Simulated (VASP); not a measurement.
Data:

```
MgSr5
1.0
    3.49383     2.01716     6.59465
   -3.49383     2.01716     6.59465
    0.00000    -4.03433     6.59465
Sr Mg
5 1
Direct
  0.34353   0.00000   0.65647
  0.65647   0.34353   0.00000
  0.00000   0.65647   0.34353
  0.16451   0.16451   0.16451
  0.83549   0.83549   0.83549
  0.50000   0.50000   0.50000
```

All values below come from PBEsol GGA, VASP's PBE PAW potentials (set 64) (plane waves; VASP). Settings: 400 eV cut-off, Gaussian smearing of 0.050 eV, potentials Sr_sv Mg.

Task: What does the run give for the band gap (along the path) with the smallest direct gap where there is one?

Result: 
| Property | Value |
|---|---|
| band gap (along the path) | none (metal, semimetal or under 0.01 eV) |

Only differences to runs with the same potentials and settings are physical.

The structure comes from a computed database's Sr5Mg entry (R32); how it stands against other phases isn't given here. It was relaxed first, which changed the volume by -6 %.
